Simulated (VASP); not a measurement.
A convergence study with VASP on TiO2 (rutile): one setting is varied, all else stays as given below, so the limit is that of these other settings.

```
TiO2
1.0
    4.59000     0.00000     0.00000
    0.00000     4.59000     0.00000
    0.00000     0.00000     2.96000
Ti O
2 4
Direct
  0.00000   0.00000   0.00000
  0.50000   0.50000   0.50000
  0.30500   0.30500   0.00000
  0.80500   0.19500   0.50000
  0.19500   0.80500   0.50000
  0.69500   0.69500   0.00000
```

Calculation: PBE GGA, VASP's PBE PAW potentials (set 64) (plane waves; VASP). The tightest run used: 700 eV cut-off, 9×9×12 Monkhorst-Pack mesh, Gaussian smearing of 0.050 eV, potentials Ti_sv O.

| setting | E (eV/atom) | pressure (GPa) | largest force (eV/Å) | irreducible k-points |
|---|---|---|---|---|
| 1×1×1 mesh | -7.9870 | 19.34 | 5.098 | 1 |
| 2×2×2 mesh | -8.9865 | 5.28 | 0.198 | 1 |
| 2×2×3 mesh | -8.9282 | 5.96 | 0.175 | 2 |
| 3×3×4 mesh | -8.9454 | 5.71 | 0.127 | 6 |

Problem. These are the cheaper rows. Estimate the results at 9×9×12 mesh, and how far the last row shown lies from them.

Solution. 
```json
[
 {"quantity": "E (eV/atom)", "tightest run": "-8.9439", "last row shown is off by": "-0.0015"},
 {"quantity": "pressure (GPa)", "tightest run": "5.77", "last row shown is off by": "-0.05"},
 {"quantity": "largest force (eV/Å)", "tightest run": "0.127", "last row shown is off by": "0.000"}
]
```

Left out are rungs that failed or repeat a setting and relaxations that didn't move; long series are thinned to 24 rows.

The compound is TiO2 in the rutile structure. The cell was not relaxed at this level, forces remain on its atoms.
